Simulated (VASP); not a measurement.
Write the native input for VASP 6.6.1 that does the following.

```
Task                   : relaxation of cell and atoms
Functional             : PBE
Potentials or basis    : VASP PAW PBE potentials, release 64 (Ga_d, As)
Cutoff                 : 600 eV
k mesh                 : 10 × 10 × 10
Occupations            : gaussian, width 0.03 eV
Spin                   : no spin polarisation
Further INCAR settings : ALGO = Normal; EDIFF = 1e-07; IBRION = 2; EDIFFG = -0.005; NSW = 90; ISIF = 3
```

The structure of GaAs lies in POSCAR:

```
GaAs                                    
1.0
    0.0000000000      2.8751155356      2.8751155356
    2.8751155356      0.0000000000      2.8751155356
    2.8751155356      2.8751155356      0.0000000000
  Ga              As            
     1     1
Direct
     0.0000000000000000    0.0000000000000000    0.0000000000000000
     0.2500000000000000    0.2500000000000000    0.2500000000000000
```

These files were run (other wordings do the same):

INCAR

```
PREC     = Accurate       # precision mode
ENCUT    = 600            # plane-wave cutoff, eV
EDIFF    = 1E-7           # SCF threshold, eV
ISMEAR   = 0              # smearing method
SIGMA    = 0.03           # smearing width, eV
LREAL    = F              # projectors in reciprocal space
LASPH    = T              # aspherical terms in the spheres
NELM     = 80             # most SCF steps
ALGO     = Normal         # electronic algorithm
ISIF     = 3              # what is computed and relaxed
LWAVE    = F              # write WAVECAR
LCHARG   = F              # write CHGCAR
GGA      = PE             # functional
IBRION   = 2              # ionic algorithm
NSW      = 90             # ionic steps
EDIFFG   = -0.005         # ionic threshold
KPAR     = 2
```

KPOINTS

```
regular mesh
0
Gamma
  10 10 10
```

Potentials or basis: VASP PAW PBE potentials, release 64 (Ga_d, As).

Launch:

```console
$ cat potpaw_PBE.64/Ga_d/POTCAR potpaw_PBE.64/As/POTCAR > POTCAR
$ mpirun -np 2 vasp_std > vasp.out
```

It gave:

| Property | Result |
| --- | --- |
| Pressure after relaxing | 0.0 GPa |
| Band gap on the k mesh | 0.14 eV, direct |

Caveat: the relaxation stopped at its first step, so nothing moved.

Wall time 11 s on 2 MPI ranks on Intel(R) Xeon(R) Platinum 8488C (Sapphire Rapids), on a shared host, peak memory 0.18 GiB a rank.
